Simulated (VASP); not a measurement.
The input files of a VASP run:

**INCAR**
```
SYSTEM = YbSi2
PREC = Accurate
ENCUT = 400
EDIFF = 1E-6
NELM = 100
ALGO = Normal
LREAL = .FALSE.
LASPH = .TRUE.
ISMEAR = 1
SIGMA = 1.5
GGA = PE
LMAXMIX = 6
LWAVE = .FALSE.
LCHARG = .FALSE.
ISIF = 2
```

**KPOINTS**
```
Automatic mesh
0
Gamma
9 9 9
0 0 0
```

File POSCAR:
```
YbSi2
1
   -1.7833570000     1.7833570000     4.3648420000
    1.7833570000    -1.7833570000     4.3648420000
    1.7833570000     1.7833570000    -4.3648420000
Yb Si
1 2
Direct
  0.0000000000   0.0000000000   0.0000000000
  0.3353000000   0.3353000000   0.0000000000
  0.6647000000   0.6647000000   0.0000000000
```

POTCAR, in this order: Yb_2 Si (PBE.64 set). Program: vasp_std.

Output

standard output:
```
 POSCAR found type information on POSCAR YbSi
 POSCAR found :  2 types and       3 ions
 Reading from existing POTCAR
 Reading from existing POTCAR
 LDA part: xc-table for (Slater+PW92), standard interpolation
 POSCAR, INCAR and KPOINTS ok, starting setup
 WAVECAR not read
 entering main loop
       N       E                     dE             d eps       ncg     rms          rms(c)
DAV:   1     0.302043816025E+02    0.30204E+02   -0.62011E+03  1896   0.982E+02
DAV:   2    -0.103267482872E+02   -0.40531E+02   -0.38077E+02  2100   0.179E+02
DAV:   3    -0.115581418347E+02   -0.12314E+01   -0.11668E+01  2236   0.233E+01
DAV:   4    -0.115723986802E+02   -0.14257E-01   -0.14178E-01  2096   0.267E+00
DAV:   5    -0.115725688005E+02   -0.17012E-03   -0.17029E-03  2232   0.313E-01    0.214E+01
DAV:   6    -0.115716232605E+02    0.94554E-03   -0.33575E-02  2032   0.108E+00    0.125E+01
DAV:   7    -0.115855835066E+02   -0.13960E-01   -0.29494E-02  2148   0.115E+00    0.468E-01
DAV:   8    -0.115851189360E+02    0.46457E-03   -0.30907E-03  2052   0.335E-01    0.152E-01
DAV:   9    -0.115851216890E+02   -0.27531E-05   -0.12702E-04  2212   0.760E-02    0.568E-02
DAV:  10    -0.115851217017E+02   -0.12682E-07   -0.65097E-06  2068   0.225E-02
   1 F= -.11585122E+02 E0= -.11489903E+02  d E =-.285655E+00
```

### OUTCAR
```
------------------------ aborting loop because EDIFF is reached ----------------------------------------
  FORCE on cell =-STRESS in cart. coord.  units (eV):
  Direction    XX          YY          ZZ          XY          YZ          ZX
  --------------------------------------------------------------------------------------
  Total        2.5892637      2.5892637      2.6976984      0.0000000      0.0000000      0.0000000
  in kB       74.7105195     74.7105195     77.8392920      0.0000000      0.0000000      0.0000000
  external PRESSURE =      75.7534437 kB  Pullay stress =       0.0000000 kB
  volume of cell :       55.53
      direct lattice vectors                 reciprocal lattice vectors
    -1.783357000  1.783357000  4.364842000     0.000000000  0.280370111  0.114551684
     1.783357000 -1.783357000  4.364842000     0.280370111  0.000000000  0.114551684
     1.783357000  1.783357000 -4.364842000     0.280370111  0.280370111  0.000000000
 POSITION                                       TOTAL-FORCE (eV/Angst)
 -----------------------------------------------------------------------------------
      0.00000      0.00000      0.00000        -0.000000     -0.000000     -0.000000
      0.00000      0.00000      2.92706         0.000000      0.000000     -1.209126
      0.00000      0.00000      5.80262        -0.000000     -0.000000      1.209126
 -----------------------------------------------------------------------------------
    total drift:                               -0.000000      0.000000      0.000000
  FREE ENERGIE OF THE ION-ELECTRON SYSTEM (eV)
  ---------------------------------------------------
  free  energy   TOTEN  =       -11.5851217017 eV

  energy  without entropy=      -11.2994666552  energy(sigma->0) =      -11.48990335
```
(Selected blocks of OUTCAR.)

Task: The run ends quietly. Is anything wrong with it?

Result: The cause: SIGMA is far too large. The run ends without an error. Against the sound run, the energy per atom (σ→0) falls by 0.013 eV/atom; the pressure falls by 0.26 GPa; the largest force falls by 0.374 eV/Å. To mend it, set SIGMA = 0.1.

The mended run (PBE GGA, plane waves, VASP's PBE PAW potentials (set 64)) converges, and its OSZICAR ends with
```
   1 F= -.11451362E+02 E0= -.11451009E+02  d E =-.105788E-02
```

The structure was generated: YbSi2 was put into the MoSi2 type (I4/mmm), which need not be its known phase. The cell was not relaxed at this level. The 4f electrons are frozen in the core of the lanthanide potential, so 4f levels, which can set the real gap, and their magnetism are missing.
